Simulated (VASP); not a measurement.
OSZICAR of a VASP run on CdS (wurtzite):

### OSZICAR
```
       N       E                     dE             d eps       ncg     rms          rms(c)
DAV:   1     0.256761844001E+03    0.25676E+03   -0.18044E+04   924   0.151E+03
DAV:   2     0.112648212159E+01   -0.25564E+03   -0.24980E+03  1026   0.367E+02
DAV:   3    -0.131253698619E+02   -0.14252E+02   -0.14210E+02  1122   0.868E+01
DAV:   4    -0.132876093690E+02   -0.16224E+00   -0.16215E+00  1080   0.934E+00
DAV:   5    -0.132902565806E+02   -0.26472E-02   -0.26471E-02  1152   0.117E+00    0.123E+01
DAV:   6    -0.122319736939E+02    0.10583E+01   -0.25335E+00  1222   0.171E+01    0.952E+00
DAV:   7    -0.122170576782E+02    0.14916E-01   -0.95710E-01  1074   0.572E+00    0.395E+00
DAV:   8    -0.122099526961E+02    0.71050E-02   -0.15082E-01  1086   0.419E+00    0.633E-01
DAV:   9    -0.122083598755E+02    0.15928E-02   -0.25874E-02  1140   0.219E+00    0.209E-01
DAV:  10    -0.122083441442E+02    0.15731E-04   -0.21050E-03  1092   0.558E-01    0.115E-01
DAV:  11    -0.122084063488E+02   -0.62205E-04   -0.21870E-04  1092   0.107E-01    0.112E-01
DAV:  12    -0.122084693091E+02   -0.62960E-04   -0.19425E-04  1050   0.820E-02    0.387E-02
DAV:  13    -0.122084911660E+02   -0.21857E-04   -0.50102E-05   990   0.456E-02    0.293E-02
DAV:  14    -0.122084892590E+02    0.19070E-05   -0.72723E-06  1146   0.169E-02    0.127E-02
DAV:  15    -0.122084885762E+02    0.68281E-06   -0.17385E-06   996   0.783E-03    0.342E-03
DAV:  16    -0.122084885160E+02    0.60275E-07   -0.66724E-07   970   0.595E-03
   1 F= -.13484517E+02 E0= -.13484517E+02  d E =-.134845E+02
       N       E                     dE             d eps       ncg     rms          rms(c)
DAV:   1    -0.122085053790E+02   -0.16803E-04   -0.74117E-03   936   0.565E-01    0.228E-02
DAV:   2    -0.122085062386E+02   -0.85956E-06   -0.86451E-05  1088   0.681E-02    0.109E-02
DAV:   3    -0.122085042596E+02    0.19790E-05   -0.22326E-06  1074   0.122E-02    0.698E-03
DAV:   4    -0.122085033610E+02    0.89858E-06   -0.11763E-06  1104   0.929E-03    0.177E-03
DAV:   5    -0.122085033695E+02   -0.84456E-08   -0.18170E-07   552   0.401E-03
   2 F= -.13484540E+02 E0= -.13484540E+02  d E =-.227570E-04
```

Which electronic solver shows in the log?

It is blocked Davidson (ALGO = Normal, or the opening steps of other solvers). The INCAR had ALGO = Normal.

Can the final energy be trusted as converged?

The calculation finished and met its thresholds. It stopped with EDIFF = 1E-7, NELM = 100, NSW = 30 and EDIFFG = -0.01 after 2 ionic steps (PBE GGA with D4 dispersion, plane waves, VASP's PBE PAW potentials (set 64)).

The compound is CdS in the wurtzite structure. This cell is one point of a volume scan, at 0.97 of the reference volume. Symmetry was kept, so distortions that lower it aren't found.
